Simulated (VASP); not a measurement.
Computed with PBE GGA, VASP's PBE PAW potentials (set 64) (plane waves; VASP).

VASP input:

File KPOINTS:
```
Regular mesh
0
G
10 10 10
```

INCAR:
```
SYSTEM=Mg
PREC=Accurate; ENCUT=300; LREAL=F
LASPH=T
EDIFF=1E-6; NELM=100; ALGO=Normal
ISMEAR=0; SIGMA=0.05
GGA=PE
ISIF=2
LWAVE=F; LCHARG=F
```

### POSCAR
```
Mg
4.2717420
 -0.6597114245   0.6597114245   0.3599465979
  0.6597114245  -0.6597114245   0.3599465979
  0.6597114245   0.6597114245  -0.3599465979
Mg
2
Cart
  0.0000000000   0.6597114245   0.1799732989
  0.0000000000   0.0000000000   0.0000000000
```

POTCAR, in this order: Mg (PBE.64 set). Program: vasp_std.

What VASP printed:

**OUTCAR**
```
 ion  position               nearest neighbor table
   1  0.750  0.250  0.500-   2 2.92   2 2.92   2 2.92   2 2.92   2 3.64   2 3.64   2 3.64   2 3.64
  LATTYP: Found a body centered tetragonal cell.
 ALAT       =     5.6362340000
 C/A-ratio  =     0.5456121942
 Subroutine PRICEL returns:
 Original cell was already a primitive cell.
 Subroutine GETGRP returns: Found 16 space group operations
The static configuration has the point symmetry D_2d.
 The point group associated with its full space group is D_4h.
The dynamic configuration has the point symmetry D_2d.
 Subroutine INISYM returns: Found 16 space group operations
 Subroutine IBZKPT returns following result:
 Found    102 irreducible k-points:

 Following reciprocal coordinates:
            Coordinates               Weight
  0.000000  0.000000  0.000000      1.000000
  0.100000  0.000000 -0.000000      8.000000
  0.200000  0.000000 -0.000000      8.000000
  0.300000 -0.000000  0.000000      8.000000
  0.400000 -0.000000  0.000000      8.000000
  0.500000 -0.000000  0.000000      4.000000
  0.100000  0.100000 -0.000000      8.000000
  0.200000  0.100000 -0.000000     16.000000
  0.300000  0.100000 -0.000000     16.000000
  0.400000  0.100000  0.000000     16.000000
  0.500000  0.100000  0.000000     16.000000
 -0.400000  0.100000 -0.000000     16.000000
 -0.300000  0.100000  0.000000     16.000000
 -0.200000  0.100000  0.000000     16.000000
 -0.100000  0.100000  0.000000      4.000000
  0.200000  0.200000 -0.000000      8.000000
  0.300000  0.200000  0.000000     16.000000
  0.400000  0.200000  0.000000     16.000000
  0.500000  0.200000  0.000000     16.000000
 -0.400000  0.200000 -0.000000     16.000000
 -0.300000  0.200000  0.000000     16.000000
 -0.200000  0.200000  0.000000      4.000000
  0.300000  0.300000  0.000000      8.000000
...
```

**OSZICAR**
```
       N       E                     dE             d eps       ncg     rms          rms(c)
DAV:   1    -0.454937296293E+00   -0.45494E+00   -0.98870E+02  1236   0.282E+02
DAV:   2    -0.245505424142E+01   -0.20001E+01   -0.18773E+01  1716   0.234E+01
DAV:   3    -0.246817465050E+01   -0.13120E-01   -0.13119E-01  1602   0.248E+00
DAV:   4    -0.246820381117E+01   -0.29161E-04   -0.29161E-04  1818   0.104E-01
DAV:   5    -0.246820388254E+01   -0.71372E-07   -0.71391E-07  1638   0.362E-03    0.846E-01
DAV:   6    -0.245665235182E+01    0.11552E-01   -0.14879E-03  1500   0.271E-01    0.540E-01
DAV:   7    -0.244604181145E+01    0.10611E-01   -0.69262E-03  1506   0.520E-01    0.314E-02
DAV:   8    -0.244606065897E+01   -0.18848E-04   -0.48419E-05  1728   0.547E-02    0.797E-03
DAV:   9    -0.244605914584E+01    0.15131E-05   -0.26969E-06  1644   0.934E-03    0.594E-04
DAV:  10    -0.244605892490E+01    0.22094E-06   -0.16845E-08   846   0.993E-04
   1 F= -.24460589E+01 E0= -.24456451E+01  d E =-.827691E-03
```

### OUTCAR
```
------------------------ aborting loop because EDIFF is reached ----------------------------------------
  FORCE on cell =-STRESS in cart. coord.  units (eV):
  Direction    XX          YY          ZZ          XY          YZ          ZX
  --------------------------------------------------------------------------------------
  Total        0.6503687      0.6503687      0.0058939      0.0000000      0.0000000      0.0000000
  in kB       21.3328593     21.3328593      0.1933271      0.0000000      0.0000000      0.0000000
  external PRESSURE =      14.2863486 kB  Pullay stress =       0.0000000 kB
  volume of cell :       48.85
      direct lattice vectors                 reciprocal lattice vectors
    -2.818117000  2.818117000  1.537599000     0.000000000  0.177423436  0.325182313
     2.818117000 -2.818117000  1.537599000     0.177423436  0.000000000  0.325182313
     2.818117000  2.818117000 -1.537599000     0.177423436  0.177423436  0.000000000
 POSITION                                       TOTAL-FORCE (eV/Angst)
 -----------------------------------------------------------------------------------
      0.00000      2.81812      0.76880        -0.000000      0.000000      0.000000
      0.00000      0.00000      0.00000         0.000000     -0.000000     -0.000000
 -----------------------------------------------------------------------------------
    total drift:                                0.000000      0.000000      0.000000
  FREE ENERGIE OF THE ION-ELECTRON SYSTEM (eV)
  ---------------------------------------------------
  free  energy   TOTEN  =        -2.4460589249 eV

  energy  without entropy=       -2.4452312342  energy(sigma->0) =       -2.44564508
```
(Selected blocks of OUTCAR.)

File OUTCAR:
```
 val. band max:        2.3347349031   @ k =  -0.3000   0.3000   0.2000

 cond. band min:       2.3714745583   @ k =   0.5000   0.1000   0.0000


 Fermi energy:         2.3399864841

 k-point     1 :       0.0000    0.0000    0.0000
  band No.  band energies     occupation
      1      -4.3644      2.00000
      2       4.2098      0.00000
      3       4.2098      0.00000
      4       5.2300      0.00000
      5       5.5097      0.00000
      6      11.5275      0.00000

 k-point     2 :       0.1000    0.0000   -0.0000
  band No.  band energies     occupation
      1      -4.1576      2.00000
      2       3.8862      0.00000
      3       3.9500      0.00000
      4       5.9371      0.00000
      5       6.0906      0.00000
      6      10.9751      0.00000

 k-point     3 :       0.2000    0.0000   -0.0000
  band No.  band energies     occupation
      1      -3.5395      2.00000
      2       3.6369      0.00000
      3       3.7224      0.00000
      4       6.9763      0.00000
      5       7.3237      0.00000
      6       8.6344      0.00000

 k-point     4 :       0.3000   -0.0000    0.0000
  band No.  band energies     occupation
      1      -2.5175      2.00000
      2       3.7292      0.00000
      3       3.7994      0.00000
      4       5.2963      0.00000
      5       7.6664      0.00000
      6       7.9052      0.00000

 k-point     5 :       0.4000   -0.0000    0.0000
  band No.  band energies     occupation
      1      -1.1038      2.00000
      2       2.8233      0.00000
      3       4.1828      0.00000
      4       4.2509      0.00000
      5       6.3569      0.00000
      6       6.4616      0.00000

 k-point     6 :       0.5000   -0.0000    0.0000
  band No.  band energies     occupation
      1       0.6054      2.00000
      2       0.7709      2.00000
      3       4.6744      0.00000
      4       4.7829      0.00000
      5       5.3757      0.00000
      6       5.7190      0.00000
...
```

The structure was generated: Mg was put into an ordered model structure, which need not be its known phase. The cell was not relaxed at this level.
